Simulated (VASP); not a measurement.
Given:

```yaml
crystal:
  lattice:
    - [0.00000, 1.72881, 1.72881]
    - [1.72881, 0.00000, 1.72881]
    - [1.72881, 1.72881, 0.00000]
  atoms:
    - { symbol: Ni, position: [0.00000, 0.00000, 0.00000], spin: 0.6 }
```

Level of theory: PBEsol GGA, VASP's PBE PAW potentials (set 64) (plane waves; VASP 6.6.1). Settings: 480 eV cut-off, 16×16×16 Γ-centred mesh, first-order Methfessel-Paxton smearing of 0.10 eV, potentials Ni.

Each row applies one change to this cell, which was relaxed at other settings and keeps the small stress of the first row; at a fixed cut-off the stress holds a Pulay part, so it need not integrate to ΔE exactly. Stress is in GPa, positive when the cell is compressed.

```
change                                    ΔE (meV/atom)    σxx    σyy    σzz  largest shear component, with its sign (GPa)  largest force (eV/Å)  moment (μB)
----------------------------------------  -------------  -----  -----  -----  --------------------------------------------  --------------------  -----------
none                                                0.0   0.62   0.62   0.62                                          0.00                 0.000         0.59
biaxial strain of -0.5 % in the yz plane            1.3   2.52   3.25   3.25                                          0.00                 0.000         0.58
biaxial strain of -4.0 % in the xz plane           63.4  26.51  18.68  26.51                                          0.00                 0.000         0.57
isotropic strain of +2.0 %                          ___    ___    ___    ___                                           ___                   ___          ___
isotropic strain of -4.0 %                        131.1  38.89  38.89  38.89                                          0.00                 0.000         0.57
isotropic strain of -1.5 %                         18.0  12.36  12.36  12.36                                          0.00                 0.000         0.58
isotropic strain of +4.0 %                          ___    ___    ___    ___                                           ___                   ___          ___
```

**Question.** What belongs in the gaps?

**Answer.** 
- isotropic strain of +2.0 %, ΔE (meV/atom): 22.3
- isotropic strain of +2.0 %, σxx: -11.30
- isotropic strain of +2.0 %, σyy: -11.30
- isotropic strain of +2.0 %, σzz: -11.30
- isotropic strain of +2.0 %, largest shear component, with its sign (GPa): 0.00
- isotropic strain of +2.0 %, largest force (eV/Å): 0.000
- isotropic strain of +2.0 %, moment (μB): 0.59
- isotropic strain of +4.0 %, ΔE (meV/atom): 87.2
- isotropic strain of +4.0 %, σxx: -19.83
- isotropic strain of +4.0 %, σyy: -19.83
- isotropic strain of +4.0 %, σzz: -19.83
- isotropic strain of +4.0 %, largest shear component, with its sign (GPa): 0.00
- isotropic strain of +4.0 %, largest force (eV/Å): 0.000
- isotropic strain of +4.0 %, moment (μB): 0.61

Failed runs are left out, and for metals the shear rows, which the mesh's noise covers.

The compound is Ni in the fcc structure. The spin order is the one that the start imposed; others were not tried in this run.
